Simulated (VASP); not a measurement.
VASP runs on CsI (a trial cell in the tenorite structure, space group C2/c) share one base input (PBE GGA, plane waves, VASP's PBE PAW potentials (set 64)) and change the settings named in each case.

### INCAR
```
SYSTEM = CsI
PREC = Accurate; ENCUT = 400; LREAL = F
LASPH = T
EDIFF = 1E-6; NELM = 100; ALGO = Normal
LMAXMIX = 4
ISMEAR = 0; SIGMA = 0.05
GGA = PE
ISIF = 2
LWAVE = F; LCHARG = F
```

### POSCAR
```
CsI
1
    4.7463080000    -3.4685340000     0.0000000000
    4.7463080000     3.4685340000     0.0000000000
   -1.7227370000     0.0000000000    10.2507020000
Cs I
2 2
Direct
  0.0000000000   0.5000000000   0.0000000000
  0.5000000000   0.0000000000   0.5000000000
  0.5816000000   0.4184000000   0.2500000000
  0.4184000000   0.5816000000   0.7500000000
```

File KPOINTS:
```
Automatic mesh
0
Gamma
4 4 2
0 0 0
```

POTCAR, in this order: Cs_sv I (PBE.64 set). Program: vasp_std.

```
change        gap on the mesh (eV)  electronic steps
------------  --------------------  ----------------
base run                      3.19                13
EDIFF = 1E-2                   [?]                 9
EDIFF = 1E-3                  3.19                11
EDIFF = 1E-4                  3.19                11
EDIFF = 1E-5                  3.19                13
EDIFF = 1E-8                  3.19                18
```

### Question
Some entries are withheld; supply them.

### Answer

- EDIFF = 1E-2, gap on the mesh (eV): 3.16

Unless said otherwise, spin-orbit coupling is left out, though it shifts the bands of the heavy elements here.

Left out are runs that ran out of time, are held back, or changed the cell or the kind of run, fixed moments of cells without a moment, rows past the twelfth, gaps on odd meshes, pressures of charged cells and columns that move by less than the noise.

The structure was generated: CsI was put into the tenorite type (C2/c), which need not be its known phase. The cell was not relaxed at this level.
